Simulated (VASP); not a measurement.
These are PBE GGA, VASP's PBE PAW potentials (set 64) (plane waves; VASP) values and carry that method's errors.

VASP ran on this input.

KPOINTS:
```
Automatic mesh
0
Gamma
7 7 7
0 0 0
```

File POSCAR:
```
MnO
1.0
  4.3956000000   2.1978000000   2.1978000000
  2.1978000000   4.3956000000   2.1978000000
  2.1978000000   2.1978000000   4.3956000000
Mn O
2 2
Cartesian
  0.0000000000   0.0000000000   0.0000000000
  4.3956000000   4.3956000000   4.3956000000
  2.1978000000   2.1978000000   2.1978000000
  6.5934000000   6.5934000000   6.5934000000
```

INCAR:
```
SYSTEM=MnO
PREC=Accurate; ENCUT=400; LREAL=.False.
LASPH=.True.
EDIFF=1E-6; NELM=100; ALGO=Normal
LMAXMIX=4
ISMEAR=-1; SIGMA=0.01
GGA=PE
MAGMOM=5.0 -5.0 0.0 0.0
ISPIN=2
ISIF=2
LWAVE=.False.; LCHARG=.False.; LORBIT=11
```

POTCAR, in this order: Mn_pv O (PBE.64 set). Program: vasp_std.

**Question.** What does the run give for the energy per atom (σ→0), cell moment?

**Answer.** 
```yaml
energy per atom (σ→0): -8.279 eV/atom
cell_moment: 0.00 μB
```

### OSZICAR
```
...
DAV:   9    -0.331107330895E+02    0.10980E-01   -0.12552E-01  5512   0.445E+00    0.920E-01
DAV:  10    -0.331150150335E+02   -0.42819E-02   -0.32356E-02  4589   0.124E+00    0.330E-01
DAV:  11    -0.331148591706E+02    0.15586E-03   -0.22316E-03  4813   0.369E-01    0.101E-01
DAV:  12    -0.331150016944E+02   -0.14252E-03   -0.68160E-05  4604   0.711E-02    0.371E-02
DAV:  13    -0.331150196632E+02   -0.17969E-04   -0.20228E-05  4314   0.383E-02    0.156E-02
DAV:  14    -0.331150240412E+02   -0.43780E-05   -0.54624E-06  4312   0.219E-02    0.815E-03
DAV:  15    -0.331150241251E+02   -0.83867E-07   -0.68418E-07  2192   0.805E-03
   1 F= -.33115024E+02 E0= -.33115024E+02  d E =-.173128E-11  mag=     0.0000
```

The structure is a typed MnO crystal. The cell was not relaxed at this level.
